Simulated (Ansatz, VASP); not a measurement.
# Cross-check of H24C176N (C(110) slab, H on the bottom face, stepped) between VASP and Ansatz, part 2 of 2

Aim: how closely do two programs agree when they are given the same cell, functional and k mesh? Of the first pair: The structure shown is the start of the Ansatz relaxation below; VASP solves that cell, so the two are compared at the walk's first step.

VASP 6.6.1 and Ansatz 0.2.0.

So far. Step 4 (Comparison): The forces differ by 11 meV/Å r.m.s., which is 2.2 % of the r.m.s. force of 0.508 eV/Å (both taken over all components). With vacuum in the cell, a pressure given here is an average over mostly empty space and none of the material.

## (5) Ansatz: relaxation, PBE with D3(BJ)

Level of this step: Ansatz beside VASP: Kohn-Sham DFT, plane waves, PBE with D3(BJ) (Ansatz).

This run makes the geometry at which the two programs are then compared.

The structure compared here is the end of the Ansatz relaxation.

Input file input.yaml:

```yaml
crystal:
  lattice:
    - [10.089, 0.0, 0.0]
    - [0.0, 10.701, 0.0]
    - [0.0, 0.0, 19.71786]
  atoms:
    - { symbol: C, position: [0.87196, 0.17091, 0.29943] }
    - { symbol: C, position: [0.00066, 0.08152, 0.29845] }
    - { symbol: C, position: [0.99986, 0.00074, 0.3615] }
    - { symbol: C, position: [0.87519, 0.25202, 0.36223] }
    - { symbol: C, position: [0.87451, 0.16757, 0.42609] }
    - { symbol: C, position: [0.99934, 0.0848, 0.42528] }
    - { symbol: C, position: [0.99955, 0.0013, 0.48915] }
    - { symbol: C, position: [0.87454, 0.25068, 0.49062] }
    - { symbol: C, position: [0.87509, 0.16549, 0.55487] }
    - { symbol: C, position: [0.99985, 0.08506, 0.55298] }
    - { symbol: C, position: [0.00284, 0.0012, 0.61623] }
    - { symbol: C, position: [0.87887, 0.24839, 0.62213] }
    - { symbol: C, position: [0.8787, 0.14907, 0.679] }
    - { symbol: C, position: [0.01458, 0.07943, 0.68166] }
    - { symbol: C, position: [0.12383, 0.1692, 0.29813] }
    - { symbol: C, position: [0.25214, 0.08503, 0.29974] }
    - { symbol: C, position: [0.25022, 0.00113, 0.36155] }
    - { symbol: C, position: [0.1247, 0.25326, 0.36122] }
    - { symbol: C, position: [0.12447, 0.16862, 0.42465] }
    - { symbol: C, position: [0.24985, 0.08506, 0.4247] }
    - { symbol: C, position: [0.24989, 0.00196, 0.48777] }
    - { symbol: C, position: [0.12467, 0.25218, 0.48808] }
    - { symbol: C, position: [0.12536, 0.16945, 0.5513] }
    - { symbol: C, position: [0.25004, 0.08723, 0.55051] }
    - { symbol: C, position: [0.25042, 0.00814, 0.61333] }
    - { symbol: C, position: [0.12643, 0.25562, 0.61353] }
    - { symbol: C, position: [0.12307, 0.17922, 0.67952] }
    - { symbol: C, position: [0.25119, 0.1072, 0.6799] }
    - { symbol: C, position: [0.24945, 0.00758, 0.73015] }
    - { symbol: C, position: [0.12121, 0.28892, 0.72846] }
[... 43 lines left out ...]
    - { symbol: "N", position: [0.2521, 0.34074, 0.73025] }
[... 95 lines left out ...]
    - { symbol: C, position: [0.75006, 0.66667, 0.49053] }
    - { symbol: C, position: [0.6255, 0.91722, 0.49057] }
    - { symbol: C, position: [0.62502, 0.83214, 0.55484] }
    - { symbol: C, position: [0.74987, 0.74856, 0.55549] }
    - { symbol: C, position: [0.74969, 0.65718, 0.62322] }
    - { symbol: C, position: [0.62138, 0.91507, 0.62203] }
    - { symbol: C, position: [0.62168, 0.81589, 0.67892] }
    - { symbol: C, position: [0.74983, 0.7559, 0.67755] }
    - { symbol: H, position: [0.87351, 0.22262, 0.2541] }
    - { symbol: H, position: [0.00274, 0.02634, 0.2536] }
    - { symbol: H, position: [0.12151, 0.2256, 0.25277] }
    - { symbol: H, position: [0.25425, 0.02697, 0.2527] }
    - { symbol: H, position: [0.87621, 0.55895, 0.25271] }
    - { symbol: H, position: [0.9973, 0.36039, 0.25263] }
    - { symbol: H, position: [0.37429, 0.2256, 0.25217] }
    - { symbol: H, position: [0.50362, 0.0232, 0.25294] }
    - { symbol: H, position: [0.12158, 0.55817, 0.25246] }
    - { symbol: H, position: [0.25027, 0.35799, 0.25522] }
    - { symbol: H, position: [0.87624, 0.89166, 0.25358] }
    - { symbol: H, position: [0.00078, 0.69137, 0.25361] }
    - { symbol: H, position: [0.62397, 0.22529, 0.2525] }
    - { symbol: H, position: [0.74884, 0.02714, 0.2549] }
    - { symbol: H, position: [0.37699, 0.56202, 0.2537] }
    - { symbol: H, position: [0.49927, 0.3574, 0.25477] }
    - { symbol: H, position: [0.12735, 0.89309, 0.25089] }
    - { symbol: H, position: [0.25066, 0.69458, 0.25214] }
    - { symbol: H, position: [0.62267, 0.56018, 0.2534] }
    - { symbol: H, position: [0.74932, 0.35891, 0.25302] }
    - { symbol: H, position: [0.37588, 0.89258, 0.25126] }
    - { symbol: H, position: [0.50048, 0.69209, 0.25327] }
    - { symbol: H, position: [0.62699, 0.8922, 0.25336] }
    - { symbol: H, position: [0.74957, 0.6925, 0.25478] }
kpoints:
  mp_grid: { grid: [1, 1, 1] }
hamiltonian:
  xc: pbe
  dispersion: d3bj
scf:
  occupations: { method: fermi_dirac, width: 0.05 }
output:
  forces: true
  eigenvalues: true
relax:
  f_tol: 0.05
  max_steps: 90
  constraints:
    - { sites: [0, 1, 14, 15, 30, 31, 32, 44, 45, 46, 47, 59, 60, 61, 62, 75, 76, 78, 89, 90, 91, 92, 103, 104, 105, 118, 119, 120, 134, 135, 136, 148, 149, 163, 164, 165, 177, 178, 179, 180, 181, 182, 183, 184, 185, 186, 187, 188, 189, 190, 191, 192, 193, 194, 195, 196, 197, 198, 199, 200], fix: xyz }
```

On the command line:

```console
> ansatz run input.yaml --threads 8 --pin off --max-ram 15872MiB --backend cpu --events-out ev --progress --plain --runs-dir out
```

Numbers of over 12 decimals in the logs are rounded to 6 here.

Log:

```text
[...]
Crystal: 201 atoms, lattice volume = 2128.787 Å³
Basis set: ecut = 420 eV, 41567 PW (Γ), exchange–correlation on 144×144×270 points (8 copies of the dense FFT grid, shifted against one another)
Bands: 568, of which v1, the nominal top of the filled ones, is band 367 counted from 1 (366 counted from 0)
Symmetry: 1 space group operations
[...]
k-points: 1
[...]
- { symbol: H, position: [0.00274, 0.026340, 0.253600] }
    - { symbol: H, position: [0.12151, 0.225600, 0.25277] }
    - { symbol: H, position: [0.25425, 0.026970, 0.252700] }
    - { symbol: H, position: [0.87621, 0.55895, 0.252710] }
    - { symbol: H, position: [0.9973, 0.360390, 0.252630] }
    - { symbol: H, position: [0.37429, 0.225600, 0.252170] }
    - { symbol: H, position: [0.50362, 0.023200, 0.252940] }
[...]
- { symbol: H, position: [0.37588, 0.892580, 0.251260] }
    - { symbol: H, position: [0.50048, 0.69209, 0.25327] }
    - { symbol: H, position: [0.62699, 0.892200, 0.253360] }
    - { symbol: H, position: [0.74957, 0.692500, 0.254780] }
```

## (6) VASP: single point, PBE with D3(BJ), relaxed cell, pair 2

The same cell, functional, mesh and smearing now go to VASP, with its own data sets.

Input file INCAR:

```
SYSTEM = H24C176N
PREC = Accurate
ENCUT = 520
EDIFF = 1E-06
NELM = 120
ISMEAR = -1
SIGMA = 0.05
LREAL = Auto
ALGO = Normal
GGA = PE
IVDW = 12
NBANDS = 507
LORBIT = 11
LWAVE = .FALSE.
LCHARG = .FALSE.
ISIF = 2
LASPH = .TRUE.
GGA_COMPAT = .FALSE.
```

Input file POSCAR:

```
H24C176N
1.0
   10.0890000000      0.0000000000      0.0000000000
    0.0000000000     10.7010000000      0.0000000000
    0.0000000000      0.0000000000     19.7178600000
C N H
176 1 24
Direct
    0.8719600000      0.1709100000      0.2994300000
    0.0006600000      0.0815200000      0.2984500000
[... 9 atom lines left out ...]
    0.8788300000      0.2478900000      0.6221900000
    0.8784300000      0.1491300000      0.6793000000
    0.0151800000      0.0795000000      0.6821100000
[... 8 atom lines left out ...]
    0.1253100000      0.1691400000      0.5509200000
    0.2499700000      0.0870800000      0.5503300000
    0.2500500000      0.0081000000      0.6131500000
    0.1263700000      0.2553900000      0.6127600000
    0.1231400000      0.1802000000      0.6789600000
    0.2502300000      0.1080100000      0.6800200000
    0.2495000000      0.0084800000      0.7301300000
    0.1201500000      0.2946700000      0.7262700000
[... 9 atom lines left out ...]
    0.9997100000      0.4183700000      0.5530100000
    0.0029500000      0.3344200000      0.6162200000
[... 1 atom line left out ...]
    0.8782600000      0.4821200000      0.6797700000
    0.0158300000      0.4118900000      0.6813200000
[... 8 atom lines left out ...]
    0.3746800000      0.1690100000      0.5509000000
[... 2 atom lines left out ...]
    0.3736900000      0.2553700000      0.6127100000
    0.3773400000      0.1802200000      0.6789700000
    0.4857000000      0.0801700000      0.6819200000
    0.3806800000      0.2950800000      0.7261200000
[... 6 atom lines left out ...]
    0.2500900000      0.3352300000      0.4876200000
[... 1 atom line left out ...]
    0.1253800000      0.5028200000      0.5510600000
    0.2500600000      0.4207500000      0.5499500000
    0.2500200000      0.3417700000      0.6125200000
    0.1265600000      0.5887200000      0.6130700000
    0.1224700000      0.5125700000      0.6791500000
    0.2499400000      0.4396400000      0.6774800000
    0.1171000000      0.6251300000      0.7273300000
[... 25 atom lines left out ...]
    0.6213300000      0.2480600000      0.6221000000
    0.6219400000      0.1494200000      0.6791800000
[... 9 atom lines left out ...]
    0.3747300000      0.5027800000      0.5510700000
    0.5003000000      0.4183200000      0.5529400000
    0.4970900000      0.3344500000      0.6161300000
    0.3733900000      0.5887200000      0.6130800000
    0.3773600000      0.5126200000      0.6791400000
    0.4838500000      0.4116700000      0.6814000000
    0.3826200000      0.6251400000      0.7273400000
[... 10 atom lines left out ...]
    0.2499200000      0.6750600000      0.6133700000
[... 2 atom lines left out ...]
    0.2497700000      0.7747700000      0.6804200000
    0.2498300000      0.6741200000      0.7302600000
    0.1159000000      0.9605300000      0.7268500000
[... 12 atom lines left out ...]
    0.6216200000      0.4820300000      0.6797900000
[... 11 atom lines left out ...]
    0.4970400000      0.6676000000      0.6165500000
[... 3 atom lines left out ...]
    0.3824600000      0.9594900000      0.7273200000
[... 14 atom lines left out ...]
    0.2502500000      0.3429500000      0.7286600000
[... 23 atom lines left out ...]
    0.7495700000      0.6925000000      0.2547800000
```

Input file KPOINTS:

```
Automatic mesh
0
Gamma
1 1 1
0 0 0
```

Potentials, in the order of the species: C, N and H (PBE family, release 64).

On the command line:

```console
> export OMP_NUM_THREADS=3
> mpirun -np 1 vasp_gam
```

Log:

```text
[... set-up lines as in an earlier step ...]
 entering main loop
       N       E                     dE             d eps       ncg     rms          rms(c)
DAV:   1     0.675566558124E+04    0.67557E+04   -0.40285E+05  1038   0.139E+03
DAV:   2    -0.957414804955E+03   -0.77131E+04   -0.73248E+04  1401   0.344E+02
DAV:   3    -0.169781444346E+04   -0.74040E+03   -0.72992E+03  1292   0.108E+02
DAV:   4    -0.172333119723E+04   -0.25517E+02   -0.25404E+02  1364   0.215E+01
[...]
DAV:  30    -0.165193049165E+04   -0.42567E-05   -0.36495E-07   836   0.650E-04    0.562E-04
DAV:  31    -0.165193049320E+04   -0.15470E-05   -0.93828E-08   844   0.420E-04    0.185E-04
DAV:  32    -0.165193049370E+04   -0.50396E-06   -0.53348E-08   852   0.287E-04
   1 F= -.16817940E+04 E0= -.16817513E+04  d E =-.853981E-01
```

Parts of OUTCAR (step 6):

```text
  FREE ENERGIE OF THE ION-ELECTRON SYSTEM (eV)
  ---------------------------------------------------
  free  energy   TOTEN  =     -1681.7939767224 eV

  energy  without entropy=    -1681.7085786057  energy(sigma->0) =    -1681.75127766
```

## (7) Comparison

Forces on 10 of the 201 atoms, those with the largest forces and the largest differences (eV/Å; atoms numbered as in POSCAR):

| atom | Ansatz x, y, z | VASP x, y, z |
| --- | --- | --- |
| C1 | 1.178, -3.840, 0.751 | 1.188, -3.850, 0.735 |
| C2 | -0.519, 3.252, 0.975 | -0.530, 3.255, 0.971 |
| C30 | -0.023, -0.012, 0.006 | -0.073, -0.017, 0.032 |
| C59 | -0.006, -0.018, 0.006 | 0.051, -0.019, 0.031 |
| C60 | -2.251, 1.326, 0.497 | -2.272, 1.333, 0.495 |
| C75 | 1.287, -1.064, -1.926 | 1.297, -1.068, -1.923 |
| C90 | -0.516, 3.390, 1.329 | -0.512, 3.381, 1.322 |
| C133 | 0.020, -0.009, 0.004 | -0.033, -0.006, 0.024 |
| C149 | -0.830, 2.333, 0.687 | -0.847, 2.329, 0.676 |
| C164 | -0.756, 2.435, 1.555 | -0.767, 2.435, 1.533 |

The forces differ by 11 meV/Å r.m.s., which is 2.2 % of the r.m.s. force of 0.500 eV/Å (both taken over all components). With vacuum in the cell, a pressure given here is an average over mostly empty space and none of the material.

## (8) Results

```yaml
r_m_s_force_difference_single_point_pbe_with_d3_bj_start_cell_pair_1: 2.2 % of the r.m.s. force
r_m_s_force_difference_single_point_pbe_with_d3_bj_relaxed_cell_pair_2: 2.2 % of the r.m.s. force
```

In words: The r.m.s. force difference is 2.2 % of the r.m.s. force (single point, PBE with D3(BJ), relaxed cell, pair 2), within the 3 % picked in this series as the mark of a large difference. Such differences can come from data sets, numerical settings and the points named under the comparisons, not from the functional's error against experiment.

[Lines on the potential files, build, host, timing and source positions are cut from VASP's logs without a mark.]

[Logs are printed without paths, hosts, clocks, repeated set-up lines and the standing remarks that a program may print on its own settings, such as how far it seeks lower states.]

[Hosts, paths, dates, database ids (printed as entryN), source tags and the programs' standing remarks are cut or masked in the printed files.]
